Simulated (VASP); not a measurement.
Cd:

```
Cd
1.0
     2.95847    0.00000    0.00000
    -1.47924    2.56211    0.00000
     0.00000    0.00000    5.88593
Cd
2
Direct
  0.33333 0.66667 0.25000
  0.66667 0.33333 0.75000
```

* Program: VASP 6.6.1
* Task: relaxation of cell and atoms
* Functional: r2SCAN
* Dispersion: rVV10
* Potentials or basis: VASP PAW PBE potentials, release 64 (Cd)
* Cutoff: 600 eV
* k mesh: 18 × 18 × 8
* Occupations: gaussian, width 0.1 eV
* Spin: no spin polarisation

At the start: pressure -1.3 GPa; volume 22.31 Å³/atom.

Task: How do energy, volume and symmetry change on relaxing?

Result: Over 8 steps the energy falls by 4.8 meV/atom and the volume is 21.54 Å³/atom (-3.4 %); space group P6_3/mmc (No. 194, to 0.05 Å).

The path:
| step | energy change (eV) | largest force (eV/Å) | pressure (GPa) | volume (Å³) |
| --- | --- | --- | --- | --- |
| 1 | 0.0000 | 0.0000 | -1.30 | 44.62 |
| 2 | -0.0063 | 0.0000 | 0.08 | 43.45 |
| 3 | -0.0064 | 0.0000 | 0.29 | 43.30 |
| 4 | -0.0091 | 0.0000 | 0.13 | 43.15 |
| 5 | -0.0096 | 0.0000 | 0.07 | 43.05 |
| 6 | -0.0096 | 0.0000 | 0.07 | 43.04 |
| 7 | -0.0096 | 0.0000 | -0.03 | 43.12 |
| 8 | -0.0096 | 0.0000 | 0.01 | 43.09 |

Final structure:
```
CELL_PARAMETERS angstrom
2.95537 0.00000 0.00000
-1.47769 2.55943 0.00000
0.00000 0.00000 5.69645
ATOMIC_POSITIONS crystal
Cd 0.33333 0.66667 0.25000
Cd 0.66667 0.33333 0.75000
```

Caveat: the PAW data sets were made with another functional, which shifts forces and pressure a little.
